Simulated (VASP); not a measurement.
Here is the system:

```
Ge3Si
1.0
   -0.00214     5.60025     5.59599
    5.60025    -0.00214     5.59599
    2.79905     2.79905     0.00000
Si Ge
2 6
Direct
  0.00270   0.00270   0.99459
  0.12230   0.12230   0.25541
  0.00167   0.49549   0.00285
  0.12333   0.62951   0.24715
  0.49549   0.00167   0.00285
  0.62951   0.12333   0.24715
  0.49985   0.49985   0.00030
  0.62515   0.62515   0.24970
```

Computed with PBEsol GGA, VASP's PBE PAW potentials (set 64) (plane waves; VASP). Numerical set-up: 400 eV cut-off, Gaussian smearing of 0.050 eV, potentials Si Ge_d.

Task: Give the energies of bands 40 to 53 at the high-symmetry points, in eV from the valence-band maximum.

Result: 
```tsv
band	Γ	Y	C0	Z	A0	T	S	R
40	-1.60	-3.88	-3.00	-4.05	-3.25	-3.14	-3.75	-3.87
41	-1.47	-2.30	-2.35	-4.02	-3.15	-3.07	-2.58	-3.70
42	-1.42	-2.10	-2.27	-4.02	-3.15	-3.07	-2.33	-3.70
43	-1.25	-2.06	-2.26	-3.86	-2.49	-1.43	-1.08	-2.53
44	-0.05	-1.95	-1.97	-3.86	-2.49	-1.43	-1.02	-2.53
45	-0.04	-1.56	-1.86	-1.53	-1.65	-1.40	-0.76	-2.32
46	0.00	-1.39	-0.86	-1.53	-1.65	-1.40	-0.75	-2.32
47	0.16	0.70	1.12	1.99	0.72	0.40	0.88	1.11
48	0.36	1.02	1.67	1.99	0.72	0.40	0.95	1.11
49	0.55	1.92	1.70	4.04	1.28	0.41	1.06	1.52
50	0.61	2.17	2.25	4.04	1.28	0.41	1.52	1.52
51	1.01	2.74	2.99	4.32	1.42	0.75	3.27	4.10
52	2.40	2.84	3.15	4.32	1.42	0.75	3.40	4.10
53	2.49	4.52	3.69	4.45	3.36	3.56	3.72	4.33
```

The gap is direct, 0.16 eV, from the valence maximum at Γ to the conduction minimum at Γ.

The structure was generated: Ge6Si2 was put into an ordered model structure (Cmcm), which need not be its known phase. It was relaxed first.
